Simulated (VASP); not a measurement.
An input for Quantum ESPRESSO's pw.x (written as the equivalent of a VASP run, and not itself run):

```
&CONTROL
  calculation = 'scf'
  pseudo_dir = './pseudo'
  outdir = './out'
  tprnfor = .true.
  tstress = .true.
/
&SYSTEM
  ibrav = 0
  nat = 2
  ntyp = 1
  ecutwfc = 72
  occupations = 'tetrahedra'
  input_dft = 'pbesol'
/
&ELECTRONS
  conv_thr = 7.3e-09
  electron_maxstep = 100
/
ATOMIC_SPECIES
  Sn 118.710 Sn.upf
CELL_PARAMETERS angstrom
    -2.9135248    2.9135248    1.5800953
     2.9135248   -2.9135248    1.5800953
     2.9135248    2.9135248   -1.5800953
ATOMIC_POSITIONS crystal
  Sn   0.2500000  0.7500000  0.5000000
  Sn   0.0000000  0.0000000  0.0000000
K_POINTS automatic
  15 15 15 0 0 0
```

Write the VASP files for the same calculation (PBEsol).

One answer among several that fit: 
INCAR:
```
! general
SYSTEM =Sn
PREC   =Accurate
ENCUT  =400
LREAL  =.False.
LASPH  =.True.

! electronic loop
EDIFF  =1E-7
NELM   =100
ALGO   =Normal
LMAXMIX=4

! smearing
ISMEAR =-5

! functional
GGA    =PS

! ions
ISIF   =2

! output
LWAVE  =.False.
LCHARG =.True.
LORBIT =11
NEDOS  =601
```

File POSCAR:
```
Sn
1
   -2.9135247553     2.9135247553     1.5800952692
    2.9135247553    -2.9135247553     1.5800952692
    2.9135247553     2.9135247553    -1.5800952692
Sn
2
Direct
  0.2500000000   0.7500000000   0.5000000000
  0.0000000000   0.0000000000   0.0000000000
```

### KPOINTS
```
Automatic mesh
0
Gamma
15 15 15
0 0 0
```

POTCAR, in this order: Sn_d (PBE.64 set). Program: vasp_std.

Limits of the translation: the potentials are each code's own (VASP's PAW set, PseudoDojo norm-conserving files in pw.x), so ENCUT and ecutwfc are chosen apart and not converted; conv_thr bounds pw.x's estimated SCF error, while EDIFF bounds the energy change between steps.

The compound is Sn in the beta structure. It was relaxed first.
